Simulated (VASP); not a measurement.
These are PW91 GGA, VASP's PBE PAW potentials (set 64) (plane waves; VASP) values and carry that method's errors.

Input for VASP

KPOINTS:
```
Automatic mesh
0
Gamma
11 11 11
0 0 0
```

### INCAR
```
! general
SYSTEM  = GaN
PREC    = Accurate
ENCUT   = 520
LREAL   = .False.
LASPH   = .True.

! electronic loop
EDIFF   = 1E-7
NELM    = 100
ALGO    = Normal
LMAXMIX = 4

! smearing
ISMEAR  = -5

! functional
GGA     = 91

! ions
ISIF    = 2

! output
LWAVE   = .False.
LCHARG  = .True.
LORBIT  = 11
NEDOS   = 601
```

**POSCAR**
```
GaN
1
    0.0000000000     2.2745824383     2.2745824383
    2.2745824383     0.0000000000     2.2745824383
    2.2745824383     2.2745824383    -0.0000000000
Ga N
1 1
Direct
  0.0000000000   0.0000000000   0.0000000000
  0.2500000000   0.2500000000   0.2500000000
```

POTCAR, in this order: Ga_d N (PBE.64 set). Program: vasp_std.

What VASP printed:

OSZICAR:
```
       N       E                     dE             d eps       ncg     rms          rms(c)
DAV:   1     0.897294816635E+02    0.89729E+02   -0.97888E+03  1544   0.249E+03
DAV:   2    -0.695987361801E+01   -0.96689E+02   -0.92355E+02  1691   0.361E+02
DAV:   3    -0.141330595351E+02   -0.71732E+01   -0.71257E+01  1581   0.896E+01
DAV:   4    -0.142714408167E+02   -0.13838E+00   -0.13821E+00  1813   0.130E+01
DAV:   5    -0.142735100080E+02   -0.20692E-02   -0.20691E-02  1554   0.137E+00    0.774E+00
DAV:   6    -0.122532063201E+02    0.20203E+01   -0.62135E+00  2209   0.490E+01    0.266E+00
DAV:   7    -0.122563922870E+02   -0.31860E-02   -0.34879E-01  1461   0.827E+00    0.175E+00
DAV:   8    -0.122492084384E+02    0.71838E-02   -0.78456E-02  1644   0.433E+00    0.860E-01
DAV:   9    -0.122433208248E+02    0.58876E-02   -0.22391E-02  2200   0.362E+00    0.211E-01
DAV:  10    -0.122436703512E+02   -0.34953E-03   -0.17310E-03  1602   0.667E-01    0.824E-02
DAV:  11    -0.122435812922E+02    0.89059E-04   -0.35559E-04  2163   0.396E-01    0.935E-03
DAV:  12    -0.122435857366E+02   -0.44444E-05   -0.31388E-05  1586   0.705E-02    0.676E-03
DAV:  13    -0.122435855213E+02    0.21536E-06   -0.14728E-06  2060   0.119E-02    0.132E-03
DAV:  14    -0.122435854916E+02    0.29610E-07   -0.94555E-08   929   0.300E-03
   1 F= -.12243585E+02 E0= -.12243585E+02  d E =0.000000E+00
```

**OUTCAR**
```
------------------------ aborting loop because EDIFF is reached ----------------------------------------
  FORCE on cell =-STRESS in cart. coord.  units (eV):
  Direction    XX          YY          ZZ          XY          YZ          ZX
  --------------------------------------------------------------------------------------
  Total       -0.0128645     -0.0128645     -0.0128645      0.0000000      0.0000000      0.0000000
  in kB       -0.8757260     -0.8757260     -0.8757260      0.0000000      0.0000000      0.0000000
  external PRESSURE =      -0.8757260 kB  Pullay stress =       0.0000000 kB
  volume of cell :       23.54
      direct lattice vectors                 reciprocal lattice vectors
     0.000000000  2.274582438  2.274582438    -0.219820566  0.219820566  0.219820566
     2.274582438  0.000000000  2.274582438     0.219820566 -0.219820566  0.219820566
     2.274582438  2.274582438  0.000000000     0.219820566  0.219820566 -0.219820566
  FREE ENERGIE OF THE ION-ELECTRON SYSTEM (eV)
  ---------------------------------------------------
  free  energy   TOTEN  =       -12.2435854916 eV

  energy  without entropy=      -12.2435854916  energy(sigma->0) =      -12.24358549

 total charge

# of ion       s       p       d       tot
------------------------------------------
    1        0.785   0.863  10.161  11.809
    2        1.224   2.501   0.000   3.724
--------------------------------------------------
tot          2.009   3.364  10.161  15.533
```
(Selected blocks of OUTCAR.)

File OUTCAR:
```
 val. band max:        4.9202785297   @ k =   0.0000   0.0000   0.0000

 cond. band min:       6.4749638272   @ k =   0.0000   0.0000   0.0000


 Fermi energy:         4.9704791255

 k-point     1 :       0.0000    0.0000    0.0000
  band No.  band energies     occupation
      1     -10.7524      2.00000
      2      -8.5417      2.00000
      3      -8.5417      2.00000
      4      -8.5417      2.00000
      5      -8.2505      2.00000
      6      -8.2505      2.00000
      7       4.9203      2.00000
      8       4.9203      2.00000
      9       4.9203      2.00000
     10       6.4750      0.00000
     11      15.0405      0.00000
     12      15.0405      0.00000
     13      15.0405      0.00000

 k-point     2 :       0.0909    0.0000    0.0000
  band No.  band energies     occupation
      1     -10.6671      2.00000
      2      -8.5313      2.00000
      3      -8.5313      2.00000
      4      -8.5075      2.00000
      5      -8.2515      2.00000
      6      -8.2515      2.00000
      7       3.9612      2.00000
      8       4.8347      2.00000
      9       4.8347      2.00000
     10       7.2433      0.00000
     11      14.6185      0.00000
     12      15.1734      0.00000
     13      15.1734      0.00000

 k-point     3 :       0.1818    0.0000    0.0000
  band No.  band energies     occupation
      1     -10.4486      2.00000
      2      -8.5060      2.00000
      3      -8.5060      2.00000
      4      -8.3720      2.00000
      5      -8.2512      2.00000
      6      -8.2512      2.00000
      7       2.3780      2.00000
      8       4.6172      2.00000
      9       4.6172      2.00000
     10       8.2479      0.00000
     11      13.8951      0.00000
     12      15.4215      0.00000
     13      15.4215      0.00000

 k-point     4 :       0.2727    0.0000    0.0000
  band No.  band energies     occupation
      1     -10.2039      2.00000
      2      -8.4803      2.00000
      3      -8.4803      2.00000
...
```

The compound is GaN in the zinc blende structure, a metastable form; wurtzite is the usual one. It was relaxed first.
